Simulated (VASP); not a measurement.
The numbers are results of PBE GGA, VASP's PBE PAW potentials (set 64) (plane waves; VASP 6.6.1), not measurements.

The input files of a VASP run:

**INCAR**
```
ISMEAR = 0   ! Gaussian
IBRION = 2   ! conjugate gradients
PREC = Accurate
LASPH = .True.   ! aspherical one-centre terms
LMAXMIX = 4
ALGO = Normal   ! blocked Davidson
SIGMA = 0.05   ! width (eV)
EDIFF = 1E-6   ! SCF stop (eV)
LCHARG = .False.
GGA = PE
NELM = 100
SYSTEM = ZnO
EDIFFG = -0.01   ! ionic stop
ISIF = 3   ! ions, shape and volume
NSW = 60   ! most ionic steps
LWAVE = .False.
ENCUT = 520
LREAL = .False.
```

**POSCAR**
```
ZnO
1
    3.2792143746     0.0000000000     0.0000000000
   -1.6396071873     2.8398833987    -0.0000000000
    0.0000000000    -0.0000000000     5.3004517049
Zn O
2 2
Direct
  0.3333330000   0.6666670000   0.9981764071
  0.6666670000   0.3333330000   0.4981764071
  0.3333330000   0.6666670000   0.3768235929
  0.6666670000   0.3333330000   0.8768235929
```

**KPOINTS**
```
Automatic mesh
0
Gamma
8 8 5
0 0 0
```

POTCAR, in this order: Zn O (PBE.64 set). Program: vasp_std.

The resulting files:

File OUTCAR:
```
 ion  position               nearest neighbor table
   1  0.333  0.667  0.998-   4 2.00   4 2.00   4 2.00   3 2.01
   2  0.667  0.333  0.498-   3 2.00   3 2.00   3 2.00   4 2.01
   3  0.333  0.667  0.377-   2 2.00   2 2.00   2 2.00   1 2.01
   4  0.667  0.333  0.877-   1 2.00   1 2.00   1 2.00   2 2.01
  LATTYP: Found a hexagonal cell.
 ALAT       =     3.2792143746
 C/A-ratio  =     1.6163785283
 Subroutine PRICEL returns:
 Original cell was already a primitive cell.
 Subroutine GETGRP returns: Found 12 space group operations
The static configuration has the point symmetry C_3v.
 The point group associated with its full space group is C_6v.
The dynamic configuration has the point symmetry C_3v.
 Subroutine INISYM returns: Found 12 space group operations
 Subroutine IBZKPT returns following result:
 Found     30 irreducible k-points:

 Following reciprocal coordinates:
            Coordinates               Weight
  0.000000  0.000000  0.000000      1.000000
  0.125000  0.000000  0.000000      6.000000
  0.250000  0.000000  0.000000      6.000000
  0.375000  0.000000  0.000000      6.000000
  0.500000  0.000000  0.000000      3.000000
...
```

File OSZICAR:
```
       N       E                     dE             d eps       ncg     rms          rms(c)
DAV:   1     0.288235675261E+03    0.28824E+03   -0.18929E+04  1328   0.235E+03
DAV:   2     0.917261853855E+01   -0.27906E+03   -0.26923E+03  1422   0.435E+02
DAV:   3    -0.205431779810E+02   -0.29716E+02   -0.29510E+02  1572   0.152E+02
DAV:   4    -0.211012587206E+02   -0.55808E+00   -0.55759E+00  1416   0.224E+01
DAV:   5    -0.211058367601E+02   -0.45780E-02   -0.45759E-02  1578   0.191E+00    0.144E+01
DAV:   6    -0.177316727320E+02    0.33742E+01   -0.12126E+01  2286   0.740E+01    0.873E+00
DAV:   7    -0.178962608368E+02   -0.16459E+00   -0.26495E+00  1440   0.197E+01    0.523E+00
DAV:   8    -0.179219157970E+02   -0.25655E-01   -0.84304E-01  1990   0.911E+00    0.182E+00
DAV:   9    -0.178571442861E+02    0.64772E-01   -0.19003E-01  2066   0.789E+00    0.345E-01
DAV:  10    -0.178608757454E+02   -0.37315E-02   -0.57540E-02  1332   0.175E+00    0.149E-01
DAV:  11    -0.178608568772E+02    0.18868E-04   -0.15779E-03  1900   0.523E-01    0.365E-02
DAV:  12    -0.178609126158E+02   -0.55739E-04   -0.16023E-04  1872   0.242E-01    0.348E-02
DAV:  13    -0.178609065663E+02    0.60495E-05   -0.40083E-05  1704   0.128E-01    0.125E-02
DAV:  14    -0.178609069581E+02   -0.39177E-06   -0.14910E-05  1470   0.427E-02    0.482E-03
DAV:  15    -0.178609063871E+02    0.57096E-06   -0.14903E-06   918   0.144E-02
   1 F= -.17860906E+02 E0= -.17860906E+02  d E =-.178609E+02
       N       E                     dE             d eps       ncg     rms          rms(c)
DAV:   1    -0.178891974248E+02   -0.28290E-01   -0.41867E-01  1542   0.129E+01    0.122E+00
DAV:   2    -0.178644699442E+02    0.24727E-01   -0.93745E-02  1686   0.649E+00    0.440E-01
DAV:   3    -0.178622670772E+02    0.22029E-02   -0.16858E-03  1748   0.132E+00    0.248E-01
DAV:   4    -0.178614131569E+02    0.85392E-03   -0.86929E-04  2070   0.512E-01    0.218E-02
DAV:   5    -0.178614263728E+02   -0.13216E-04   -0.22824E-04  1386   0.141E-01    0.101E-02
DAV:   6    -0.178614272105E+02   -0.83768E-06   -0.74370E-06  1758   0.541E-02
   2 F= -.17861427E+02 E0= -.17861427E+02  d E =-.520823E-03
       N       E                     dE             d eps       ncg     rms          rms(c)
DAV:   1    -0.178643985117E+02   -0.29721E-02   -0.42639E-02  1574   0.411E+00    0.390E-01
DAV:   2    -0.178618607909E+02    0.25377E-02   -0.98663E-03  1646   0.213E+00    0.140E-01
DAV:   3    -0.178616392653E+02    0.22153E-03   -0.16821E-04  1740   0.394E-01    0.787E-02
DAV:   4    -0.178615550479E+02    0.84217E-04   -0.99721E-05  2048   0.164E-01    0.749E-03
DAV:   5    -0.178615561406E+02   -0.10927E-05   -0.22491E-05  1386   0.454E-02    0.304E-03
DAV:   6    -0.178615559917E+02    0.14896E-06   -0.59129E-07   660   0.201E-02
   3 F= -.17861556E+02 E0= -.17861556E+02  d E =-.649605E-03
```

File OUTCAR:
```
------------------------ aborting loop because EDIFF is reached ----------------------------------------
  FORCE on cell =-STRESS in cart. coord.  units (eV):
  Direction    XX          YY          ZZ          XY          YZ          ZX
  --------------------------------------------------------------------------------------
  Total        0.0063279      0.0063279     -0.0120345      0.0000000      0.0000000      0.0000000
  in kB        0.2042241      0.2042242     -0.3883996      0.0000000      0.0000000      0.0000000
  external PRESSURE =       0.0066829 kB  Pullay stress =       0.0000000 kB
  volume of cell :       49.64
      direct lattice vectors                 reciprocal lattice vectors
     3.285793654  0.000000000  0.000000000     0.304340475  0.175711027  0.000000000
    -1.642896827  2.845581224  0.000000000     0.000000000  0.351422054  0.000000000
    -0.000000000 -0.000000000  5.309450845     0.000000000  0.000000000  0.188343395
  FREE ENERGIE OF THE ION-ELECTRON SYSTEM (eV)
  ---------------------------------------------------
  free  energy   TOTEN  =       -17.8615559917 eV

  energy  without entropy=      -17.8615559917  energy(sigma->0) =      -17.86155599

 reached required accuracy - stopping structural energy minimisation
```
(Selected blocks of OUTCAR.)

CONTCAR:
```
ZnO
   1.00000000000000
     3.2857936535024774    0.0000000000000000    0.0000000000000000
    -1.6428968267512387    2.8455812240516809    0.0000000000000000
    -0.0000000000000000   -0.0000000000000000    5.3094508452599500
  Zn              O
     2     2
Direct
     0.3333330000000032    0.6666669999999968    0.9981677411957554
     0.6666669999999968    0.3333330000000032    0.4981677411957554
     0.3333330000000032    0.6666669999999968    0.3768322588042446
     0.6666669999999968    0.3333330000000032    0.8768322588042446
```

The structure was generated: ZnO was put into the wurtzite type (P6_3mc), which need not be its known phase. This run relaxes it. Symmetry was kept, so distortions that lower it aren't found. The start is the result of an earlier pass.
